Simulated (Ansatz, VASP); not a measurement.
# Cross-check of SnSe2 between VASP and Ansatz, part 2 of 2

Aim: how closely do two programs agree when they are given the same cell, functional and k mesh? The cell is taken from a series of runs on this material, whose earlier steps may have relaxed, scaled, displaced or heated it; both programs get it as it stands.

VASP 6.6.1 and Ansatz 0.2.0.

So far: Set-up; VASP: zone-centre phonons, PBE, pair 1.

### 3. Ansatz: zone-centre phonons, PBE, pair 1

Level of this step: Ansatz beside VASP: Kohn-Sham DFT, plane waves, PBE (Ansatz).

Ansatz runs on its PAW soft_1 files.

The same cell, functional and mesh now go to Ansatz, which takes its cutoff from its data sets.

input.yaml reads:

```yaml
crystal:
  lattice:
    - [3.9456945375, 0.0, 0.0]
    - [-1.9728472687, 3.350070299, 0.0]
    - [0.0, 0.0, 29.9272]
  atoms:
    - { symbol: Sn, position: [0.0, 0.0, 0.3341441899] }
    - { symbol: Se, position: [0.3335101215, 0.667020243, 0.3870283955] }
    - { symbol: Se, position: [0.6664898785, 0.332979757, 0.2812599843] }
  periodic: [true, true, false]
kpoints:
  mp_grid: { grid: [9, 9, 1] }
hamiltonian:
  xc: pbe
  pseudopotentials: { kind: paw, azcp: { folder: soft_1 } }
scf:
  occupations: { method: fixed }
output:
  eigenvalues: true
phonons:
  method: dfpt
```

On the command line:

```console
$ ansatz run input.yaml --threads 4 --pin off --max-ram 16384MiB --backend cpu --events-out ev --progress --plain --runs-dir out
```

Numbers of over 12 decimals in the logs are rounded to 6 here.

Output:

```text
Warning: crystal.symmetry: narrowed to the stabiliser of the run's FFT grids — unitary ops 4 → 2. A phonons.method: dfpt run fills in the rows of the dynamical matrix that it does not solve by its symmetry operations, which is exact only for operations that map its FFT grids onto themselves: filled in by any other, the frequencies could depend on the order in which like atoms are typed, or, by more than the grids' own error, on where the crystal sits among the grids' points. Excluded: 2 operations. The run can therefore solve more perturbations, solve them on more k-points, or both, and cost more. [rest of the remark cut]
Engine: ansatz 0.2.0, aarch64-unknown-linux-gnu
Pseudopotentials: kind: paw
Pseudopotential: Sn, paw, valence charge 14, recommended cutoff 420 eV (normal), soft_1/Sn.paw.azcp
Pseudopotential: Se, paw, valence charge 16, recommended cutoff 420 eV (normal), soft_1/Se.paw.azcp
Functional definition: PBE
  parameter kappa = 0.804
  parameter beta = 0.066725
  exchange = pbe_x(kappa = kappa, mu = beta*pi^2/3)
  correlation = pbe_c(beta = beta)
Crystal: 3 atoms, lattice volume = 395.588 Å³
Basis set: ecut = 420 eV, 7825 PW (Γ), exchange–correlation on 54×54×432 points (8 copies of the dense FFT grid, shifted against one another)
Bands: 28, of which v1, the nominal top of the filled ones, is band 23 counted from 1 (22 counted from 0)
Symmetry: 4 space group operations
k-points: 25 of 81 (irreducible under 2 space group operations, time reversal used)
Non-local potential: Sn, projectors of the file, l = 0: 2, l = 1: 2, l = 2: 2, l = 3: 1
Non-local potential: Se, projectors of the file, l = 0: 2, l = 1: 2, l = 2: 3, l = 3: 1
PAW form: soft (Blöchl's): semilocal exchange-correlation on the pseudo side does not see the compensation charge
PAW one-centre angular grid: Sn, 590 points (default); XC on 64 Gauss nodes
PAW one-centre angular grid: Se, 590 points (default); XC on 64 Gauss nodes
Initial density: superposition of atomic densities (neutral atoms: chi_scale 0, normalization atom)
Initial wavefunctions: pseudopotential atomic-orbital guess
Functional: x = pbe(κ = 0.804, μ = 0.219515), c = pbe(β = 0.066725)
iter 1 solved again at ethr=2.35e-3 eV; its pass at ethr=3.10e-3 eV (dr2=1.08e0 eV) is discarded
SCF iter   1: F=—  HF=-16963.764593 eV  |F-HF|=—  |Δ(HF+E_count)|=         —  Δρ=1.32e-2  dr2=1.08e0  ethr=2.35e-3  ⟨swp⟩=1.5  Hψ=3816  notcnv=0  defer=61
preconditioner: auto → Resta (q_TF=auto, 1.906 Å⁻¹)  ε∞=1.4  [insulator: Δε(μ)=1.092 eV  Ē_g=15.618 eV  n_scr=44 (ndim 8)  ℏωp=9.5 eV  f_vac=0.768  ε∞_Penn≈1.4  vacuum switching on, ρ_ref=1.8e-2 e/Å³]
SCF iter   2: F=—  HF=-16963.497384 eV  |F-HF|=—  |Δ(HF+E_count)|=   2.67e-1  Δρ=5.82e-3  dr2=1.65e-1  ethr=2.35e-3  ⟨swp⟩=4.2  Hψ=1204  notcnv=0  defer=74
SCF iter   3: F=—  HF=-16963.475737 eV  |F-HF|=—  |Δ(HF+E_count)|=   2.16e-2  Δρ=3.08e-3  dr2=3.66e-2  ethr=3.58e-4  ⟨swp⟩=3.8  Hψ=1356  notcnv=0  defer=74
SCF iter   4: F=—  HF=-16963.473209 eV  |F-HF|=—  |Δ(HF+E_count)|=   2.53e-3  Δρ=8.60e-4  dr2=2.40e-3  ethr=7.95e-5  ⟨swp⟩=3.4  Hψ=1032  notcnv=0  defer=75
SCF iter   5: F=—  HF=-16963.473490 eV  |F-HF|=—  |Δ(HF+E_count)|=   2.81e-4  Δρ=1.44e-4  dr2=6.20e-5  ethr=5.21e-6  ⟨swp⟩=3.0  Hψ=1156  notcnv=0  defer=75
SCF iter   6: F=—  HF=-16963.473517 eV  |F-HF|=—  |Δ(HF+E_count)|=   2.69e-5  Δρ=4.07e-5  dr2=5.64e-6  ethr=1.35e-7  ⟨swp⟩=3.4  Hψ=1399  notcnv=0  defer=75
SCF iter   7: F=—  HF=-16963.473521 eV  |F-HF|=—  |Δ(HF+E_count)|=   4.13e-6  Δρ=1.14e-5  dr2=2.97e-7  ethr=1.23e-8  ⟨swp⟩=2.8  Hψ=1122  notcnv=0  defer=74
SCF iter   8: F=—  HF=-16963.473562 eV  |F-HF|=—  |Δ(HF+E_count)|=   4.05e-5  Δρ=1.46e-6  dr2=9.70e-9  ethr=6.45e-10  ⟨swp⟩=3.8  Hψ=1693  notcnv=0  defer=73
SCF iter   9: F=—  HF=-16963.473562 eV  |F-HF|=—  |Δ(HF+E_count)|=   4.82e-9  Δρ=2.86e-7  dr2=8.55e-10  ethr=2.11e-11  ⟨swp⟩=2.9  Hψ=1367  notcnv=0  defer=73
SCF iter  10: F=-16963.473562 eV  HF=-16963.473562 eV  |F-HF|=8.37e-11  |Δ(HF+E_count)|=  3.20e-10  Δρ=5.56e-8  dr2=1.31e-11  ethr=1.00e-12  ⟨swp⟩=28.5  Hψ=7044  notcnv=0
SCF 1 converged in 10 iterations: F = -16963.473562 eV  dr2 = 1.31e-11
  greatest PAW one-centre occupation: 1.000 electrons in one spin orbital (limit 2), on the Se atom at site 2 (counted from 0), in its partial waves of l = 2
DFPT response loops at Γ: preconditioner auto → none (the input reference at scf.mixing.eps_inf says where Resta's filter doesn't serve); β = 0.50; Broyden in place of MSR1
SCF converged after 10 iterations
Free energy (F): -16963.473562 eV
Harris-Foulkes:  -16963.473562 eV  (|F-HF|=8.37e-11)
Internal energy: -16963.473562 eV  (E = F + TS)
E sigma→0 (E₀):  -16963.473562 eV
Fermi energy:    -6.116332 eV
--- Per-component energies (eV) ---
  E_band       = -1500.598870
  E_kinetic    = 387.770313
  E_local      = -91442.471825  (includes V_loc(G=0)·N_el)
  E_nonlocal   = -563.651459
  E_hartree    = 45539.940155
  E_xc         = -294.367910
  E_vxc        = -258.842531  (∫ρ·V_xc dr)
  E_paw        = -8631.813693  (= ΣΔE_a)
  E_vpaw       = -703.283115  (= ΣTr[D̂ρ^β])
  E_aug_tail   = -0.000463  (compensation charges beyond the density's cutoff)
  E_ewald      = 38041.121322
  E_smearing   = -0.000000  (= −TS)
  E_closure    = -0.000000  (closes the sum)
  Σ components = -16963.473562   (vs F -16963.473562, Δ=0.00e0)
--- Band table (eV; the first three rows and the last of 25) ---
  k-point 0: bands = [... 19 lower, -6.6422, -6.5614, -6.2727, -6.1891, -4.6958, -3.1536, -1.6871 (-1.6871°), -1.5027, ... 1 higher]
  k-point 1: bands = [... 19 lower, -7.0154, -6.9657, -6.7575, -6.1790, -4.1573, -2.6074, -1.5881 (-1.5881°), -1.4130, ... 1 higher]
  k-point 2: bands = [... 19 lower, -7.6448, -7.5931, -6.8262, -6.2325, -4.2240, -2.2474, -0.8771 (-0.8771°), -0.7298, ... 1 higher]
  k-point 24: bands = [... 19 lower, -9.0552, -8.1091, -7.1754, -6.4370, -4.0994, -1.2960, -0.5597, -0.1868, ... 1 higher]
  ° read free of the cell's end (the report's vacuum.weakly_bound_levels)
--- Phonons (Γ-DFPT): 9 representative perturbations + reference, on 25 of 81 k-points (Σ response iterations 30) ---
  ASR residual: 5.643e-5 → 0.000e0 eV/Å²; symmetrization residual: 4.267e-5 eV/Å²
  The last average, over the group as it would stand without the narrowing to the FFT grids, took up to 1.227e-5 eV/Å² of the zone centre's force constants
  ASR residual per site (eV/Å²): 5.64e-5 2.63e-5 3.50e-5
  Γ frequencies (cm⁻¹): 0.00 0.00 0.00 102.86 104.46 129.99 138.42 173.20 243.35
  non-analytic LO–TO correction: not included (Born effective charges unavailable; polar crystals: no LO–TO splitting at Γ)
```

In the SCF lines HF is the Harris–Foulkes energy and dr2 the Hartree energy of the density residual, in eV; the loop may stop once dr2 is under the threshold and the program's other checks hold. Hψ counts applications of the Hamiltonian.

### 4. Comparison

Known differences besides the potentials themselves: fixed occupations in Ansatz, narrow Gaussian smearing in VASP; Ansatz cuts the interaction across the vacuum, VASP repeats the sheet without a dipole correction; the data sets hold 46 valence electrons in Ansatz (on its PAW soft_1 files) and 26 in VASP; the cutoff is 420 eV in Ansatz and 500 eV in VASP. Total energies have different zeros and are not compared.

Both answers:

| quantity | Ansatz | VASP | difference |
| --- | --- | --- | --- |
| optical mode 1 (cm⁻¹) | 102.9 | 102.9 | -0.06 % |
| optical mode 2 (cm⁻¹) | 104.5 | 104.6 | -0.16 % |
| optical mode 3 (cm⁻¹) | 130.0 | 130.6 | -0.44 % |
| optical mode 4 (cm⁻¹) | 138.4 | 139.1 | -0.52 % |
| optical mode 5 (cm⁻¹) | 173.2 | 173.5 | -0.19 % |
| optical mode 6 (cm⁻¹) | 243.3 | 244.0 | -0.25 % |

Modes are paired by rising frequency, not by their patterns, so a pair may set unlike modes beside each other; they are those without the splitting of longitudinal modes. Where the cell holds vacuum, a pressure given here is an average over it and none of the material.

### 5. Ansatz: zone-centre phonons, PBE, pair 2

Second derivatives magnify differences that forces hide, and they need a tight electronic threshold.

The cell is taken from a series of runs on this material, whose earlier steps may have relaxed, scaled, displaced or heated it; both programs get it as it stands.

input.yaml, the sections that differ from step 3:

```yaml
crystal:
  lattice:
    - [3.9843778173, 0.0, 0.0]
    - [-1.9921889086, 3.350070299, 0.0]
    - [0.0, 0.0, 29.9272]
  atoms:
    - { symbol: Sn, position: [0.0, 0.0, 0.3341441899] }
    - { symbol: Se, position: [0.3334166181, 0.6668332362, 0.386817931] }
    - { symbol: Se, position: [0.6665833819, 0.3331667638, 0.2814704488] }
  periodic: [true, true, false]
# kpoints, hamiltonian, scf, output, phonons: as in step 3
```

Output:

```text
[...]
Crystal: 3 atoms, lattice volume = 399.467 Å³
Basis set: ecut = 420 eV, 7877 PW (Γ), exchange–correlation on 54×54×432 points (8 copies of the dense FFT grid, shifted against one another)
Bands: 28, of which v1, the nominal top of the filled ones, is band 23 counted from 1 (22 counted from 0)
Symmetry: 4 space group operations
[...]
k-point 24: bands = [... 19 lower, -9.0354, -8.1304, -7.1692, -6.4259, -4.1070, -1.2866, -0.5632, -0.2125, ... 1 higher]
  ° read free of the cell's end (the report's vacuum.weakly_bound_levels)
[...]
ASR residual: 9.185e-5 → 0.000e0 eV/Å²; symmetrization residual: 3.762e-5 eV/Å²
[...]
ASR residual per site (eV/Å²): 9.19e-5 3.62e-5 2.37e-5
  Γ frequencies (cm⁻¹): 0.00 0.00 0.00 102.20 104.57 125.58 138.90 171.44 241.19
[...]
[key lines of the parts left out:]
SCF converged after 10 iterations
Free energy (F): -16963.462814 eV
Fermi energy:    -6.149427 eV
```

### 6. VASP: zone-centre phonons, PBE, pair 2

The same cell, functional and mesh now go to VASP, with its own data sets.

INCAR reads:

```
SYSTEM = SnSe2
PREC = Accurate
ENCUT = 500
EDIFF = 1E-08
NELM = 120
ISMEAR = 0
SIGMA = 0.01
LREAL = .FALSE.
ALGO = Normal
GGA = PE
NBANDS = 19
LORBIT = 11
LWAVE = .FALSE.
LCHARG = .FALSE.
ISIF = 2
IBRION = 8
LASPH = .TRUE.
GGA_COMPAT = .FALSE.
EFERMI = MIDGAP
NELMDL = -8
KPAR = 2
```

POSCAR reads:

```
SnSe2
1.0
    3.9843778173      0.0000000000      0.0000000000
   -1.9921889086      3.3500702990      0.0000000000
    0.0000000000      0.0000000000     29.9272000000
Sn Se
1 2
Direct
    0.0000000000      0.0000000000      0.3341441899
    0.3334166181      0.6668332362      0.3868179310
    0.6665833819      0.3331667638      0.2814704488
```

KPOINTS reads:

```
Automatic mesh
0
Gamma
9 9 1
0 0 0
```

PAW data sets: Sn_d and Se (PBE family, release 64).

On the command line:

```console
$ mpirun -np 2 vasp_std
```

Output:

```text
[... set-up lines as in an earlier step ...]
 entering main loop
       N       E                     dE             d eps       ncg     rms          rms(c)
DAV:   1     0.173752791318E+03    0.17375E+03   -0.10084E+04  1150   0.979E+02
DAV:   2     0.914604562371E+01   -0.16461E+03   -0.16096E+03  1265   0.213E+02
DAV:   3    -0.115671976324E+02   -0.20713E+02   -0.20590E+02  1210   0.861E+01
DAV:   4    -0.121212032796E+02   -0.55401E+00   -0.55319E+00  1302   0.172E+01
[...]
DAV:  26    -0.118440854288E+02   -0.10024E-06    0.10218E-09   916   0.814E-05    0.371E-05
DAV:  27    -0.118440854516E+02   -0.22814E-07    0.17889E-09  1001   0.435E-05    0.657E-06
DAV:  28    -0.118440854553E+02   -0.37503E-08    0.18847E-09   856   0.340E-05
   1 F= -.11844085E+02 E0= -.11844085E+02  d E =0.000000E+00
 Linear response reoptimize wavefunctions to high precision
DAV:   1    -0.118440854586E+02   -0.32737E-08    0.18983E-09   981   0.190E-05
DAV:   2    -0.118440854587E+02   -0.43656E-10    0.18978E-09   696   0.821E-06
[...]
RMM:  11    -0.794907204229E-01   -0.47570E-07   -0.60891E-08  2067   0.376E-05    0.752E-06
RMM:  12    -0.794907452197E-01   -0.24797E-07    0.36918E-08  1994   0.275E-05    0.327E-06
RMM:  13    -0.794907433726E-01    0.18471E-08    0.64204E-08  2020   0.175E-05    0.214E-06
 first order change of Fermi-energy  -0.20020E+00
 force on displaced ion       2 direction 2 :  -0.000  -2.812  -0.218
 Linear response progress:
  Degree of freedom:   6/  6
       N       E                     dE             d eps       ncg     rms          rms(c)
RMM:   1    -0.113777580579E+00   -0.11378E+00    0.65614E-02  2189   0.145E+00
RMM:   2    -0.112113684074E+00    0.16639E-02   -0.22344E-03  1695   0.238E-01    0.893E-02
RMM:   3    -0.111906637876E+00    0.20705E-03   -0.26548E-04  1849   0.880E-02    0.416E-02
RMM:   4    -0.111855845657E+00    0.50792E-04   -0.57158E-05  1876   0.408E-02    0.226E-02
[...]
RMM:  15    -0.111849204393E+00   -0.42321E-08    0.25702E-07  1984   0.588E-05    0.729E-06
RMM:  16    -0.111849237937E+00   -0.33544E-07    0.14988E-07  1991   0.388E-05    0.299E-06
RMM:  17    -0.111849231831E+00    0.61057E-08    0.19944E-08  2029   0.222E-05    0.172E-06
 first order change of Fermi-energy   0.27453E+00
 force on displaced ion       2 direction 3 :  -0.000  -0.224  -7.912
 Linear response finished
```

From OUTCAR (step 6):

```text
  Total       -1.2738616     -0.3250605      0.0280503     -0.0000000      0.0013858      0.0000000
  in kB       -5.1091930     -1.3037497      0.1125039     -0.0000000      0.0055580      0.0000000
  external PRESSURE =      -2.1001463 kB  Pullay stress =       0.0000000 kB

 POSITION                                       TOTAL-FORCE (eV/Angst)
 -----------------------------------------------------------------------------------
      0.00000      0.00000     10.00000        -0.000000      0.000000      0.000000
      0.00000      2.23394     11.57638         0.000000      0.000361      0.012615
      1.99219      1.11613      8.42362        -0.000000     -0.000361     -0.012615
 -----------------------------------------------------------------------------------
    total drift:                               -0.000001     -0.000001      0.000042

[... 1 part as in an earlier step ...]

[... 1 further part left out ...]
```

### 7. Side by side

What differs besides the data sets and the points named for the pairs above, as far as they apply: the data sets hold 46 valence electrons in Ansatz (on its PAW soft_1 files) and 26 in VASP. Total energies have different zeros and are not compared.

Both answers:

| quantity | Ansatz | VASP | difference |
| --- | --- | --- | --- |
| optical mode 1 (cm⁻¹) | 102.2 | 102.4 | -0.22 % |
| optical mode 2 (cm⁻¹) | 104.6 | 104.8 | -0.23 % |
| optical mode 3 (cm⁻¹) | 125.6 | 126.2 | -0.48 % |
| optical mode 4 (cm⁻¹) | 138.9 | 139.7 | -0.56 % |
| optical mode 5 (cm⁻¹) | 171.4 | 171.7 | -0.14 % |
| optical mode 6 (cm⁻¹) | 241.2 | 241.8 | -0.24 % |

Modes are paired by rising frequency, not by their patterns, so a pair may set unlike modes beside each other; they are those without the splitting of longitudinal modes. Where the cell holds vacuum, a pressure given here is an average over it and none of the material.

### 8. What came out

```json
{
 "r.m.s. difference of the optical zone-centre modes, each program's sorted by frequency (zone-centre phonons, PBE, pair 1)": "0.48 cm⁻¹",
 "difference in optical mode 4 (zone-centre phonons, PBE, pair 1)": "-0.5 %",
 "r.m.s. difference of the optical zone-centre modes, each program's sorted by frequency (zone-centre phonons, PBE, pair 2)": "0.49 cm⁻¹",
 "difference in optical mode 4 (zone-centre phonons, PBE, pair 2)": "-0.6 %"
}
```

In words: The r.m.s. difference of the optical zone-centre modes, each program's sorted by frequency is 0.48 cm⁻¹ (zone-centre phonons, PBE, pair 1). The data sets hold unlike numbers of valence electrons (46 in Ansatz and 26 in VASP), so part of the differences may come from the potentials. Among the rows given in per cent, the largest difference of the zone-centre phonons, PBE, pair 1 pair is in optical mode 4, -0.5 %. Among the rows given in per cent, the largest difference of the zone-centre phonons, PBE, pair 2 pair is in optical mode 4, -0.6 %. How closely two codes agree says nothing of how well the functional describes the real material.

[Lines on the potential files, build, host, timing and source positions are cut from VASP's logs without a mark.]

[Logs are printed without paths, hosts, clocks, repeated set-up lines and the standing remarks that a program may print on its own settings, such as how far it seeks lower states.]

[Hosts, paths, dates, database ids (printed as entryN), source tags and the programs' standing remarks are cut or masked in the printed files.]
